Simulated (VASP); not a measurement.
# Germanium: quasiparticle gap under strain, part 3 of 4

Wanted: the deformation potential of the gap of Germanium, from G0W0. The cell has space group Fd-3m. The start is a cell from a database of measured crystal structures.

VASP 6.6.1, plane waves and PAW; the level of theory is named at each step.

So far, quasiparticle gap on the mesh (eV): step 4 (G0W0) 0.926. Also gap on the k-mesh (eV): step 3 (empty bands) 0.428; step 5 (ground state of a strained cell, scale 0.94) 0.673.

### Step 7. G0W0, scale 0.94

This step: G0W0 on r2SCAN; plane waves and PAW (Ge_d_GW) (VASP 6.6.1).

G0W0 on the strained cell, with unchanged settings.

INCAR

```
SYSTEM = Ge
PREC = Accurate
ENCUT = 400
ISMEAR = 0
SIGMA = 0.01
LREAL = .FALSE.
METAGGA = R2SCAN
LASPH = .TRUE.
NBANDS = 192
ALGO = EVGW0
NELMGW = 1
ENCUTGW = 150
NOMEGA = 48
PRECFOCK = Fast
NBANDSGW = 24
LWAVE = .FALSE.
LCHARG = .FALSE.
```

POSCAR

```
Ge
1.0
    0.0000000000      2.7711609388      2.7711609388
    2.7711609388      0.0000000000      2.7711609388
    2.7711609388      2.7711609388      0.0000000000
Ge
2
Direct
    0.7500000000      0.7500000000      0.7500000000
    0.5000000000      0.5000000000      0.5000000000
```

KPOINTS

```
Automatic mesh
0
Gamma
6 6 6
0 0 0
```

PAW data sets: Ge_d_GW (PBE family, release 64).

Run with:

```
> mpirun -np 8 vasp_std
```

What it wrote:

```text
[banner, memory and clock lines left out]
running    8 mpi-ranks, on    1 nodes
[...]
[... a notice as in an earlier step ...]

 [... a notice as in an earlier step ...]

 [... a notice as in an earlier step ...]

 LDA part: xc-table for (None), standard interpolation
 found WAVECAR, reading the header
 POSCAR, INCAR and KPOINTS ok, starting setup
[...]
reading WAVECAR
 the WAVECAR file was read successfully
 initial charge from wavefunction
 available memory per node:     26.57 GB, setting MAXMEM to     27211

 The Fermi energy was updated, please check that it is located mid-gap
 values below the HOMO (VB) or above the LUMO (CB) will cause erroneous energies
 E-fermi :   3.5868

 calculate exact exchange contribution
 the WAVEDER file was read successfully
 [... a notice as in an earlier step ...]

energies w=
    0.000    0.000    0.388    0.000    0.775    0.000    1.158    0.000
    1.537    0.000    1.911    0.000    2.278    0.000    2.639    0.000
[...]
total number of BLAS operations       5653.21 Gflops
NQ=  12   -0.3333    0.3333    0.0000,
|.........|.........|.........|.........|.........|.........|.........|.........
 performed      25521000 updates of chi_q(r,r)
 total number of BLAS operations       6303.16 Gflops
NQ=  13    0.5000    0.5000    0.0000,
|.........|.........|.........|.........|.........|.........|.........|.........
 performed      27021000 updates of chi_q(r,r)
 total number of BLAS operations       6736.50 Gflops
NQ=  14    0.5000    0.3333    0.1667,
|.........|.........|.........|.........|.........|.........|.........|.........
 performed      29940000 updates of chi_q(r,r)
 total number of BLAS operations       7476.57 Gflops
NQ=  15   -0.3333    0.3333    0.1667,
|.........|.........|.........|.........|.........|.........|.........|.........
 performed      32712000 updates of chi_q(r,r)
 total number of BLAS operations       8195.15 Gflops
NQ=  16   -0.3333    0.5000    0.1667,
|.........|.........|.........|.........|.........|.........|.........|.........
 performed      35069000 updates of chi_q(r,r)
 total number of BLAS operations       8819.88 Gflops
 resolving degeneracies of screened two electron integrals

 calculate QP shifts <psi_nk| G(iteration)W_0 |psi_nk>: iteration 1
 entering main loop
```

Wall time 3.4 min (8 MPI ranks of Intel Xeon Platinum 8488C (Sapphire Rapids), shared host); peak memory 2.3 GiB.

OUTCAR, selected parts (step 7):

```text
 QP shifts <psi_nk| G(iteration)W_0 |psi_nk>: iteration 1
 for sc-GW calculations column KS-energies equals QP-energies in previous step
 and V_xc(KS)=  KS-energies - (<T + V_ion + V_H > + <T+V_H+V_ion>^1  + <V_x>^1)
 k-point   1 :       0.0000    0.0000    0.0000
  band No.  KS-energies  QP-energies   sigma(KS)   V_xc(KS)     V^pw_x(r,r')   Z            occupation Imag(sigma)
    ...
     11     -10.5761     -10.6584     -12.1285     -12.0067     -18.1794       0.6750       2.0000       0.9962
     12       3.2502       2.9025     -12.8257     -12.3832     -13.3137       0.7856       2.0000       0.0491
     13       3.2502       2.9025     -12.8257     -12.3832     -13.3137       0.7856       2.0000       0.0491
     14       3.2502       2.9025     -12.8257     -12.3832     -13.3137       0.7856       2.0000       0.0491
     15       4.2867       4.7259     -11.9846     -12.5472      -8.1195       0.7807       0.0000      -0.0852
     16       5.9858       6.1188     -10.6598     -10.8318      -6.6482       0.7738       0.0000      -0.1217
     17       5.9858       6.1188     -10.6598     -10.8318      -6.6482       0.7738       0.0000      -0.1217
     18       5.9858       6.1188     -10.6598     -10.8318      -6.6482       0.7738       0.0000      -0.1217
    ...

[... 2 parts as in an earlier step ...]

[... 1 further part left out ...]
[key lines of the parts left out:]
E-fermi :   3.5868
```

The gap is now 1.112 eV, +185 meV against the unstrained cell. The band edges change places after GW: the least gap now runs from band 12 at Γ to band 15 at (0.333, 0.333, 0), while the states that bound the starting gap (band 12 at Γ, band 15 at (0.5, 0, 0)) lie 1.200 eV apart. Spin-orbit coupling is left out. VASP warns that the automatic setting of its frequency mesh failed and advises more k points, so the value is in doubt.

### Step 8. Ground state of a strained cell, scale 0.97

This step: r2SCAN; plane waves and PAW (Ge_d_GW) (VASP 6.6.1).

The volume is scaled by 0.97, at the same cutoff, mesh and band count, and the chain is run again.

INCAR

```
SYSTEM = Ge
PREC = Accurate
ENCUT = 400
EDIFF = 1E-08
NELM = 100
ISMEAR = 0
SIGMA = 0.01
LREAL = .FALSE.
ALGO = Normal
METAGGA = R2SCAN
LASPH = .TRUE.
NBANDS = 20
LORBIT = 11
LWAVE = .TRUE.
LCHARG = .FALSE.
KPAR = 8
```

POSCAR

```
Ge
1.0
    0.0000000000      2.8003331977      2.8003331977
    2.8003331977      0.0000000000      2.8003331977
    2.8003331977      2.8003331977      0.0000000000
Ge
2
Direct
    0.7500000000      0.7500000000      0.7500000000
    0.5000000000      0.5000000000      0.5000000000
```

KPOINTS is that of step 7.

Run with:

```
> mpirun -np 8 vasp_std
```

What it wrote:

```text
[... set-up lines as in an earlier step ...]
 entering main loop
       N       E                     dE             d eps       ncg     rms          rms(c)
DAV:   1     0.208321763052E+03    0.20832E+03   -0.14253E+04   664   0.299E+03
DAV:   2     0.613513487277E+01   -0.20219E+03   -0.19858E+03   656   0.553E+02
DAV:   3    -0.286895249146E+02   -0.34825E+02   -0.34669E+02   744   0.173E+02
DAV:   4    -0.306467059712E+02   -0.19572E+01   -0.19566E+01   760   0.551E+01
[...]
DAV:  19    -0.276926553819E+02   -0.25249E-07   -0.56691E-10   408   0.439E-04    0.392E-05
DAV:  20    -0.276926553979E+02   -0.16007E-07   -0.47074E-10   412   0.532E-04    0.125E-05
DAV:  21    -0.276926553934E+02    0.45220E-08   -0.95029E-11   416   0.155E-04
   1 F= -.27692655E+02 E0= -.27692655E+02  d E =-.633989E-27
 writing wavefunctions
```

Wall time 17 s (8 MPI ranks); peak memory 1.4 GiB; 2.1 min of CPU time.

Parts of OUTCAR (step 8):

```text
  Total        0.7278256      0.7278256      0.7278256     -0.0000000      0.0000000     -0.0000000
  in kB       26.5508737     26.5508737     26.5508737     -0.0000000      0.0000000     -0.0000000
  external PRESSURE =      26.5508737 kB  Pullay stress =       0.0000000 kB

 POSITION                                       TOTAL-FORCE (eV/Angst)
 -----------------------------------------------------------------------------------
      4.20050      4.20050      4.20050        -0.000000     -0.000000     -0.000000
      2.80033      2.80033      2.80033         0.000000      0.000000      0.000000
 -----------------------------------------------------------------------------------
    total drift:                                0.000000      0.000000      0.000000

  FREE ENERGIE OF THE ION-ELECTRON SYSTEM (eV)
  ---------------------------------------------------
  free  energy   TOTEN  =       -27.6926553934 eV

  energy  without entropy=      -27.6926553934  energy(sigma->0) =      -27.69265539

[... 1 part as in an earlier step ...]

[... 2 further parts left out ...]
[key lines of the parts left out:]
E-fermi :   3.0643
```

The run ends at a pressure of 2.66 GPa.

### Step 9. Empty bands, scale 0.97

The empty bands are made again, for the run that follows.

INCAR

```
SYSTEM = Ge
PREC = Accurate
ENCUT = 400
ISMEAR = 0
SIGMA = 0.01
LREAL = .FALSE.
METAGGA = R2SCAN
LASPH = .TRUE.
NBANDS = 192
ALGO = Exact
NELM = 1
LWAVE = .TRUE.
LCHARG = .FALSE.
LOPTICS = .TRUE.
NEDOS = 1000
CSHIFT = 0.1
```

POSCAR is that of step 8.

KPOINTS is that of step 8.

Run with:

```
> mpirun -np 8 vasp_std
```

What it wrote:

```text
[... set-up lines as in an earlier step ...]
 entering main loop
       N       E                     dE             d eps       ncg     rms          rms(c)
DIA:   1    -0.276926553917E+02   -0.27693E+02    0.00000E+00     0   0.000E+00
   1 F= -.27692655E+02 E0= -.27692655E+02  d E =-.196586E-18
 writing wavefunctions
 optical routines
 imaginary and real dielectric function
 direction            1
 direction            2
 direction            3
```

Wall time 11 s (8 MPI ranks); peak memory 1.2 GiB; 87 s of CPU time.

Parts of OUTCAR (step 9):

```text
  Total        0.7279857      0.7279857      0.7279857      0.0000000      0.0000000      0.0000000
  in kB       26.5567140     26.5567140     26.5567140      0.0000000      0.0000000      0.0000000
  external PRESSURE =      26.5567140 kB  Pullay stress =       0.0000000 kB

  FREE ENERGIE OF THE ION-ELECTRON SYSTEM (eV)
  ---------------------------------------------------
  free  energy   TOTEN  =       -27.6926553917 eV

  energy  without entropy=      -27.6926553917  energy(sigma->0) =      -27.69265539

[... 3 parts as in an earlier step ...]

[... 1 further part left out ...]
[key lines of the parts left out:]
E-fermi :   3.0493
```

### Step 10. G0W0, scale 0.97

This step: G0W0 on r2SCAN; plane waves and PAW (Ge_d_GW) (VASP 6.6.1).

INCAR

```
SYSTEM = Ge
PREC = Accurate
ENCUT = 400
ISMEAR = 0
SIGMA = 0.01
LREAL = .FALSE.
METAGGA = R2SCAN
LASPH = .TRUE.
NBANDS = 192
ALGO = EVGW0
NELMGW = 1
ENCUTGW = 150
NOMEGA = 48
PRECFOCK = Fast
NBANDSGW = 24
LWAVE = .FALSE.
LCHARG = .FALSE.
```

POSCAR is that of step 9.

KPOINTS is that of step 9.

Run with:

```
> mpirun -np 8 vasp_std
```

What it wrote:

```text
[banner, memory and clock lines left out]
running    8 mpi-ranks, on    1 nodes
[...]
[... a notice as in an earlier step ...]

 [... a notice as in an earlier step ...]

 [... a notice as in an earlier step ...]

 LDA part: xc-table for (None), standard interpolation
 found WAVECAR, reading the header
 POSCAR, INCAR and KPOINTS ok, starting setup
[...]
reading WAVECAR
 the WAVECAR file was read successfully
 initial charge from wavefunction
 available memory per node:     26.84 GB, setting MAXMEM to     27483

 The Fermi energy was updated, please check that it is located mid-gap
 values below the HOMO (VB) or above the LUMO (CB) will cause erroneous energies
 E-fermi :   3.2723

 calculate exact exchange contribution
 the WAVEDER file was read successfully
 [... a notice as in an earlier step ...]

energies w=
    0.000    0.000    0.387    0.000    0.773    0.000    1.155    0.000
    1.533    0.000    1.906    0.000    2.272    0.000    2.631    0.000
[...]
total number of BLAS operations       6007.72 Gflops
NQ=  12   -0.3333    0.3333    0.0000,
|.........|.........|.........|.........|.........|.........|.........|.........
 performed      25521000 updates of chi_q(r,r)
 total number of BLAS operations       6657.67 Gflops
NQ=  13    0.5000    0.5000    0.0000,
|.........|.........|.........|.........|.........|.........|.........|.........
 performed      27021000 updates of chi_q(r,r)
 total number of BLAS operations       7091.01 Gflops
NQ=  14    0.5000    0.3333    0.1667,
|.........|.........|.........|.........|.........|.........|.........|.........
 performed      29940000 updates of chi_q(r,r)
 total number of BLAS operations       7925.38 Gflops
NQ=  15   -0.3333    0.3333    0.1667,
|.........|.........|.........|.........|.........|.........|.........|.........
 performed      32712000 updates of chi_q(r,r)
 total number of BLAS operations       8692.66 Gflops
NQ=  16   -0.3333    0.5000    0.1667,
|.........|.........|.........|.........|.........|.........|.........|.........
 performed      35069000 updates of chi_q(r,r)
 total number of BLAS operations       9359.27 Gflops
 resolving degeneracies of screened two electron integrals

 calculate QP shifts <psi_nk| G(iteration)W_0 |psi_nk>: iteration 1
 entering main loop
```

It took 3.6 min on 8 MPI ranks; peak memory 2.3 GiB.

OUTCAR, selected parts (step 10):

```text
 QP shifts <psi_nk| G(iteration)W_0 |psi_nk>: iteration 1
 for sc-GW calculations column KS-energies equals QP-energies in previous step
 and V_xc(KS)=  KS-energies - (<T + V_ion + V_H > + <T+V_H+V_ion>^1  + <V_x>^1)
 k-point   1 :       0.0000    0.0000    0.0000
  band No.  KS-energies  QP-energies   sigma(KS)   V_xc(KS)     V^pw_x(r,r')   Z            occupation Imag(sigma)
    ...
     11     -10.5709     -10.6241     -12.0138     -11.9344     -18.0413       0.6701       2.0000       0.9868
     12       2.9913       2.6578     -12.6936     -12.2671     -13.1743       0.7820       2.0000       0.0532
     13       2.9913       2.6578     -12.6936     -12.2671     -13.1743       0.7820       2.0000       0.0532
     14       2.9913       2.6578     -12.6936     -12.2671     -13.1743       0.7820       2.0000       0.0532
     15       3.7161       4.1374     -11.9843     -12.5250      -8.2654       0.7791       0.0000      -0.0795
     16       5.7178       5.8385     -10.5705     -10.7271      -6.5509       0.7713       0.0000      -0.1254
     17       5.7178       5.8385     -10.5705     -10.7271      -6.5509       0.7713       0.0000      -0.1254
     18       5.7178       5.8385     -10.5705     -10.7271      -6.5509       0.7713       0.0000      -0.1254
    ...

[... 2 parts as in an earlier step ...]

[... 1 further part left out ...]
[key lines of the parts left out:]
E-fermi :   3.2723
```

The gap is now 1.062 eV, +136 meV against the unstrained cell. Spin-orbit coupling is left out. VASP warns that the automatic setting of its frequency mesh failed and advises more k points, so the value is in doubt.

### Step 11. Ground state of a strained cell, scale 1.03

This step: r2SCAN; plane waves and PAW (Ge_d_GW) (VASP 6.6.1).

The volume is scaled by 1.03, at the same cutoff, mesh and band count, and the chain is run again.

INCAR

```
SYSTEM = Ge
PREC = Accurate
ENCUT = 400
EDIFF = 1E-08
NELM = 100
ISMEAR = 0
SIGMA = 0.01
LREAL = .FALSE.
ALGO = Normal
METAGGA = R2SCAN
LASPH = .TRUE.
NBANDS = 20
LORBIT = 11
LWAVE = .TRUE.
LCHARG = .FALSE.
KPAR = 8
```

POSCAR

```
Ge
1.0
    0.0000000000      2.8569208316      2.8569208316
    2.8569208316      0.0000000000      2.8569208316
    2.8569208316      2.8569208316      0.0000000000
Ge
2
Direct
    0.7500000000      0.7500000000      0.7500000000
    0.5000000000      0.5000000000      0.5000000000
```

KPOINTS is that of step 10.

Run with:

```
> mpirun -np 8 vasp_std
```

What it wrote:

```text
[... set-up lines as in an earlier step ...]
 entering main loop
       N       E                     dE             d eps       ncg     rms          rms(c)
DAV:   1     0.211877068682E+03    0.21188E+03   -0.14223E+04   652   0.288E+03
DAV:   2     0.811867843503E+01   -0.20376E+03   -0.20040E+03   648   0.563E+02
DAV:   3    -0.285354595150E+02   -0.36654E+02   -0.36492E+02   740   0.176E+02
DAV:   4    -0.306493013490E+02   -0.21138E+01   -0.21129E+01   732   0.575E+01
[...]
DAV:  17    -0.277087078370E+02    0.10396E-07   -0.17488E-09   416   0.766E-04    0.471E-05
DAV:  18    -0.277087078735E+02   -0.36483E-07   -0.42190E-10   416   0.231E-04    0.140E-05
DAV:  19    -0.277087078752E+02   -0.16671E-08   -0.11123E-10   408   0.217E-04
   1 F= -.27708708E+02 E0= -.27708708E+02  d E =-.772210E-17
 writing wavefunctions
```

It took 18 s on 8 MPI ranks; peak memory 1.3 GiB; 2.4 min of CPU time.

Parts of OUTCAR (step 11):

```text
  Total       -0.5291846     -0.5291846     -0.5291846     -0.0000000      0.0000000     -0.0000000
  in kB      -18.1799709    -18.1799709    -18.1799709     -0.0000000      0.0000000     -0.0000000
  external PRESSURE =     -18.1799709 kB  Pullay stress =       0.0000000 kB

 POSITION                                       TOTAL-FORCE (eV/Angst)
 -----------------------------------------------------------------------------------
      4.28538      4.28538      4.28538        -0.000000     -0.000000     -0.000000
      2.85692      2.85692      2.85692         0.000000      0.000000      0.000000
 -----------------------------------------------------------------------------------
    total drift:                                0.000000      0.000000      0.000000

  FREE ENERGIE OF THE ION-ELECTRON SYSTEM (eV)
  ---------------------------------------------------
  free  energy   TOTEN  =       -27.7087078752 eV

  energy  without entropy=      -27.7087078752  energy(sigma->0) =      -27.70870788

[... 1 part as in an earlier step ...]

[... 2 further parts left out ...]
[key lines of the parts left out:]
E-fermi :   2.5786
```

The run ends at a pressure of -1.82 GPa.

### Step 12. Empty bands, scale 1.03

The empty bands are made again, for the run that follows.

INCAR

```
SYSTEM = Ge
PREC = Accurate
ENCUT = 400
ISMEAR = 0
SIGMA = 0.01
LREAL = .FALSE.
METAGGA = R2SCAN
LASPH = .TRUE.
NBANDS = 192
ALGO = Exact
NELM = 1
LWAVE = .TRUE.
LCHARG = .FALSE.
LOPTICS = .TRUE.
NEDOS = 1000
CSHIFT = 0.1
```

POSCAR is that of step 11.

KPOINTS is that of step 11.

Run with:

```
> mpirun -np 8 vasp_std
```

What it wrote:

```text
[... set-up lines as in an earlier step ...]
 entering main loop
       N       E                     dE             d eps       ncg     rms          rms(c)
DIA:   1    -0.277087078745E+02   -0.27709E+02    0.00000E+00     0   0.000E+00
   1 F= -.27708708E+02 E0= -.27708708E+02  d E =-.304573E-14
 writing wavefunctions
 optical routines
 imaginary and real dielectric function
 direction            1
 direction            2
 direction            3
```

Wall time 16 s (8 MPI ranks); peak memory 1.2 GiB.

Parts of OUTCAR (step 12):

```text
  Total       -0.5288536     -0.5288536     -0.5288536      0.0000000      0.0000000      0.0000000
  in kB      -18.1685994    -18.1685994    -18.1685994      0.0000000      0.0000000      0.0000000
  external PRESSURE =     -18.1685994 kB  Pullay stress =       0.0000000 kB

 POSITION                                       TOTAL-FORCE (eV/Angst)
 -----------------------------------------------------------------------------------
      4.28538      4.28538      4.28538         0.000000      0.000000      0.000000
      2.85692      2.85692      2.85692        -0.000000     -0.000000      0.000000
 -----------------------------------------------------------------------------------
    total drift:                                0.000000      0.000000      0.000000

  FREE ENERGIE OF THE ION-ELECTRON SYSTEM (eV)
  ---------------------------------------------------
  free  energy   TOTEN  =       -27.7087078745 eV

  energy  without entropy=      -27.7087078745  energy(sigma->0) =      -27.70870787

[... 2 parts as in an earlier step ...]

[... 1 further part left out ...]
[key lines of the parts left out:]
E-fermi :   2.6216
```

(Part 3 of 4 ends here.)

[Lines on the potential files, build, host, timing and source positions are cut from VASP's logs without a mark.]

[Logs are printed without paths, hosts, clocks, repeated set-up lines and the standing remarks that a program may print on its own settings, such as how far it seeks lower states.]

[Hosts, paths, dates, database ids (printed as entryN), source tags and the programs' standing remarks are cut or masked in the printed files.]

[Pressures printed for these runs are not shown converged in the cutoff: they can be off by several GPa and have the wrong sign.]

[In band tables of VASP the shares of atoms and orbitals are scaled to a sum of 1 inside the atoms' spheres.]
